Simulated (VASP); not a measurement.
A run of VASP 6.6.1:

File INCAR:

```
PREC = Accurate
ENCUT = 600
EDIFF = 1E-7
ISMEAR = 0
SIGMA = 0.03
LREAL = F
LASPH = T
NELM = 80
ALGO = Normal
ISIF = 2
LWAVE = F
LCHARG = F
GGA = PE
IVDW = 12
IBRION = 2
NSW = 40
EDIFFG = -0.01
```

Contents of KPOINTS:

```
regular mesh
0
Gamma
  10 10 10
```

Contents of POSCAR:

```
Sn                                      
1.0
    0.0000000000      3.2179190702      3.2179190702
    3.2179190702      0.0000000000      3.2179190702
    3.2179190702      3.2179190702      0.0000000000
  Sn            
     2
Direct
     0.0000000000000000    0.0000000000000000    0.0000000000000000
     0.2500000000000000    0.2500000000000000    0.2500000000000000
```

Potentials or basis: VASP PAW PBE potentials, release 64 (Sn_d).

Command:

```console
$ cat potpaw_PBE.64/Sn_d/POTCAR > POTCAR
$ mpirun -np 1 vasp_std > vasp.out
```

Hardware: 1 thread of Intel(R) Xeon(R) Platinum 8375C CPU @ 2.90GHz (Ice Lake) (shared host).

Question: How long does it take, and how much memory?

Answer: Run time: 35 s on 1 thread of Intel(R) Xeon(R) Platinum 8375C CPU @ 2.90GHz (Ice Lake), on a shared host, peak memory 0.24 GiB. Counts: scf iterations 12, k points 47, ion steps 1.
